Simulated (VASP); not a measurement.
## Ga8Sb3P5: relaxation of cell and atoms with PBEsol

The system is Ga8Sb3P5.

```xyz
16
Lattice="0.0000 5.7008 5.7008 5.7008 0.0000 5.7008 5.7008 5.7008 0.0000" Properties=species:S:1:pos:R:3 pbc="T T T"
Ga    0.0000    0.0000    0.0000
Ga    2.8504    2.8504    0.0000
Ga    2.8504    0.0000    2.8504
Ga    5.7008    2.8504    2.8504
Ga    0.0000    2.8504    2.8504
Ga    2.8504    5.7008    2.8504
Ga    2.8504    2.8504    5.7008
Ga    5.7008    5.7008    5.7008
Sb    1.4252    1.4252    1.4252
Sb    4.2756    4.2756    1.4252
Sb    4.2756    1.4252    4.2756
P     7.1260    4.2756    4.2756
P     1.4252    4.2756    4.2756
P     4.2756    7.1260    4.2756
P     4.2756    4.2756    7.1260
P     7.1260    7.1260    7.1260
```

The cell was built by a generator and needn't be a form met in nature.

```yaml
Program: VASP 6.6.1
Task: relaxation of cell and atoms
Functional: PBEsol
Potentials_or_basis: VASP PAW PBE potentials, release 64 (Ga_d, Sb, P)
Cutoff: 600 eV
k_mesh: 6 × 6 × 5
Occupations: gaussian, width 0.03 eV
Spin: no spin polarisation
Further_INCAR_settings: ALGO = Normal; EDIFF = 1e-06; IBRION = 2; EDIFFG = -0.01; NSW = 90; ISIF = 3
```

The relaxed volume is 23.12 Å³/atom. The relaxed cell is a = 8.066 Å, b = 8.050 Å, c = 8.050 Å, α = 60.00°, β = 60.07°, γ = 60.07°, the space group after relaxing (to 0.05 Å) is R3m (No. 160) and the energy gained by relaxing is 67.9 meV/atom. The ionic steps are 27 and the pressure after relaxing is 0.0 GPa. The largest force after relaxing is 0.004 eV/Å and the band gap on the k mesh is none (metal or under the smearing width).

Forces on the atoms (eV/Å):
```
Ga   0.002 -0.002 -0.002
Ga  -0.002  0.002  0.000
Ga  -0.002  0.000  0.002
Ga   0.000  0.002  0.002
Ga   0.000  0.001  0.001
Ga  -0.001  0.000  0.001
Ga  -0.001  0.001  0.000
Ga   0.000  0.000  0.000
Sb   0.000  0.001  0.001
Sb  -0.001  0.000  0.001
Sb  -0.001  0.001  0.000
P    0.002 -0.002 -0.002
P    0.001 -0.001 -0.001
P    0.001 -0.001  0.000
P    0.001  0.000 -0.001
P    0.000 -0.001 -0.001
```

Step by step:
```csv
step,energy change (eV),largest force (eV/Å),pressure (GPa),volume (Å³)
1,0.0000,2.1953,1.11,370.54
2,-0.9057,0.8162,-1.31,379.20
3,-0.9760,0.3764,-1.97,382.48
4,-1.0670,0.3057,0.68,366.65
5,-1.0754,0.2406,0.09,370.08
6,-1.0843,0.0727,0.03,369.96
7,-1.0849,0.0454,0.05,369.92
8,-1.0855,0.0307,-0.07,370.35
9,-1.0855,0.0197,-0.02,370.24
10,-1.0855,0.0210,-0.05,370.26
11,-1.0855,0.0201,-0.03,370.25
12,-1.0857,0.0172,0.02,370.09
13,-1.0857,0.0190,0.00,370.06
14,-1.0857,0.0232,0.03,369.98
15,-1.0858,0.0178,-0.05,370.14
16,-1.0858,0.0186,-0.02,370.14
17,-1.0859,0.0203,0.02,370.03
18,-1.0860,0.0224,0.02,369.97
19,-1.0860,0.0272,0.05,369.86
20,-1.0860,0.0259,0.03,369.88
21,-1.0861,0.0220,0.00,369.95
22,-1.0862,0.0234,-0.01,370.09
23,-1.0863,0.0141,-0.01,370.08
24,-1.0863,0.0207,0.01,370.05
25,-1.0864,0.0136,-0.02,370.10
26,-1.0864,0.0122,-0.03,370.12
27,-1.0864,0.0038,0.03,370.00
```

Final structure:
```
Ga Sb P
1.0
    -0.01140    5.70371    5.70371
     5.69231    0.00000    5.69231
     5.69231    5.69231    0.00000
Ga Sb P
8 3 5
Direct
  0.97348 0.00884 0.00884
  0.98555 0.98511 0.51467
  0.98555 0.51467 0.98511
  0.98555 0.51467 0.51467
  0.52034 0.99224 0.99224
  0.52034 0.99224 0.49518
  0.52034 0.49518 0.99224
  0.50393 0.49869 0.49869
  0.12593 0.12485 0.12485
  0.12593 0.12485 0.62437
  0.12593 0.62437 0.12485
  0.12531 0.62490 0.62490
  0.62141 0.12620 0.12620
  0.62681 0.12295 0.62512
  0.62681 0.62512 0.12295
  0.62681 0.62512 0.62512
```

Levels at points of the mesh, in eV from the Fermi level:
```
           k point  band 68  band 69  band 70  band 71  band 72  band 73  band 74  band 75  band 76  band 77
(0.00, 0.00, 0.00)    -1.35    -1.24    -0.49    -0.27     0.00     0.00     0.15     0.48     0.48     0.78
(0.50, 0.00, 0.00)    -1.79    -1.77    -1.77    -0.39    -0.39     0.33     1.11     1.13     1.13     1.43
(0.00, 0.50, 0.00)    -2.09    -1.23    -1.22    -1.01    -0.60     0.58     0.95     1.31     1.40     1.45
(0.50, 0.50, 0.00)    -1.97    -1.70    -1.68    -1.51    -0.96     1.04     1.20     1.69     1.91     2.15
```

It took 2.3 h on 4 MPI ranks on Intel(R) Xeon(R) 6975P-C (Granite Rapids), on a shared host, peak memory 2.5 GiB a rank.

Caveat: the PAW data sets were made with another functional, which shifts forces and pressure a little. Spin-orbit coupling is left out, which matters for the levels of Sb.
